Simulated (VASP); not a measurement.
```yaml
crystal:
  lattice:
    - [1.74467, -3.02185, 0.00000]
    - [1.74467, 3.02185, 0.00000]
    - [0.00000, 0.00000, 5.59011]
  atoms:
    - { symbol: Tl, position: [0.33333, 0.66667, 0.25000] }
    - { symbol: Tl, position: [0.66667, 0.33333, 0.75000] }
```

Method: PBE GGA with D4 dispersion, VASP's PBE PAW potentials (set 64) (plane waves; VASP 6.6.1). Settings: 520 eV cut-off, Gaussian smearing of 0.050 eV, potentials Tl_d.

Unless said otherwise, spin-orbit coupling is left out, though it shifts the bands of the heavy elements here.

### Question
What does the run give for the band gap (along the path) with the smallest direct gap where there is one?

### Answer

| Quantity | Result |
|---|---|
| band gap (along the path) | none (metal, semimetal or under 0.01 eV) |

The absolute energy has meaning only against runs of the same code, potentials and settings.

The compound is Tl in the hcp structure. It was relaxed first.
